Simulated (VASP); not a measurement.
The system is MoS2.

```
Mo S
1.0
     3.16100    0.00000    0.00000
    -1.58050    2.73751    0.00000
     0.00000    0.00000   11.68025
Mo S
2 4
Cartesian
  0.0000 1.8250 2.9201
  1.5805 0.9125 8.7602
  1.5805 0.9125 4.4851
  1.5805 0.9125 1.3551
  0.0000 1.8250 10.3252
  0.0000 1.8250 7.1952
```

The cell was built by a generator and needn't be a form met in nature.

Base run:

* Program: VASP 6.6.1
* Functional: LDA
* Potentials or basis: VASP PAW LDA potentials, release 64 (Mo_sv, S)
* Cutoff: 520 eV
* k mesh: 8 × 8 × 2
* Occupations: fermi-dirac, width 0.05 eV
* Spin: no spin polarisation

Its results: band gap on the k mesh 0.62 eV, indirect (least direct gap 1.84 eV); pressure -4.1 GPa; largest force 0.543 eV/Å.

Q: The run is repeated on the same cell with these changes: functional from LDA to SCAN; potentials or basis from VASP PAW LDA potentials, release 64 (Mo_sv, S) to VASP PAW PBE potentials, release 64 (Mo_sv, S). What comes out?

A: Band gap on the k mesh 0.79 eV, indirect (least direct gap 2.03 eV); pressure 1.8 GPa; largest force 0.486 eV/Å.

Caveats: the PAW data sets were made with another functional, which shifts forces and pressure a little (some runs).

A k mesh can miss the band edges.
